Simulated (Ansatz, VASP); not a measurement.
**TmO4 in VASP and in Ansatz**

The input INCAR:

```
PREC     = Accurate       # precision mode
ENCUT    = 520            # plane-wave cutoff, eV
EDIFF    = 1E-6           # SCF threshold, eV
ISMEAR   = 0              # smearing method
SIGMA    = 0.1            # smearing width, eV
LREAL    = F              # projectors in reciprocal space
LASPH    = T              # aspherical terms in the spheres
NELM     = 80             # most SCF steps
ALGO     = Normal         # electronic algorithm
ISIF     = 2              # what is computed and relaxed
LWAVE    = F              # write WAVECAR
LCHARG   = F              # write CHGCAR
GGA      = PE             # functional
NBANDS   = 32             # bands
```

File KPOINTS:

```
Automatic mesh
0
Gamma
  4 4 4
```

POSCAR

```
TmO4
1.0
    3.9460329900      0.0000000000      0.0000000000
    0.0000000000      3.9460329900      0.0000000000
    0.0000000000      0.0000000000      3.9460329900
Tm O
1 4
Direct
    0.5000000000      0.5000000000      0.5000000000
    0.0000000000      0.0000000000      0.0000000000
    0.5000000000      0.5000000000      0.0000000000
    0.5000000000      0.0000000000      0.5000000000
    0.0000000000      0.5000000000      0.5000000000
```

Input for Ansatz:

```yaml
crystal:
  lattice:
    - [3.94603299, 0.0, 0.0]
    - [0.0, 3.94603299, 0.0]
    - [0.0, 0.0, 3.94603299]
  atoms:
    - { symbol: Tm, position: [0.5, 0.5, 0.5] }
    - { symbol: O, position: [0.0, 0.0, 0.0] }
    - { symbol: O, position: [0.5, 0.5, 0.0] }
    - { symbol: O, position: [0.5, 0.0, 0.5] }
    - { symbol: O, position: [0.0, 0.5, 0.5] }
basis:
  ecutwfc: 690
kpoints:
  mp_grid: { grid: [4, 4, 4] }
hamiltonian:
  xc: pbe
  pseudopotentials:
    kind: paw
    azcp: { Tm: "pseudopotentials/pbe/nc/lanthanide_3plus/Tm.nc.azcp" }
scf:
  occupations: { method: gaussian, width: 0.1 }
  lower_state_search: "off"
output:
  forces: true
  stress: true
  eigenvalues: true
```

Change from the starting cell: species swapped into the Mn4N type (Pm-3m, No. 221).

Alike in both runs: task single point; functional PBE; k mesh 4 × 4 × 4; occupations gaussian, width 0.1 eV; no spin polarisation.

|  | VASP | Ansatz |
| --- | --- | --- |
| version | VASP 6.6.1 | Ansatz 0.2.0 |
| potentials or method | VASP PAW PBE potentials, release 64 (Tm, O) | scalar-relativistic, plane waves, PAW |
| plane-wave cutoff (eV) | 520 | 690 |
| valence electrons in the cell | 47 | 35 |

Ansatz gave:

* gap on the k mesh at the Fermi level (eV): none
* pressure (GPa): 23.2

Estimate VASP's values.

gap on the k mesh at the Fermi level (eV): none; pressure (GPa): 23.1.

A gap of «none» marks a metal or a gap that the smearing closes. The functional is the same, so the differences come from potentials, cutoffs and numerics. The two sets of potentials don't hold the same shells in valence.

Caveats: the k mesh is coarse (spacing up to 0.40 Å⁻¹), so the values aren't converged; so large a pressure means that the cell lies far from this level's equilibrium, or that cutoff or potentials fall short (VASP); an odd number of electrons without spin polarisation forces a metal; a magnetic or distorted state may lie lower; the run has no spin polarisation, though such a crystal can be magnetic; without U or exact exchange the open f shell lies at the Fermi level, which spoils levels, moments and volumes. Spin polarisation is off, so any magnetic state and its effect on volume and gap are missing. Spin-orbit coupling is left out, which matters for the levels of Tm.
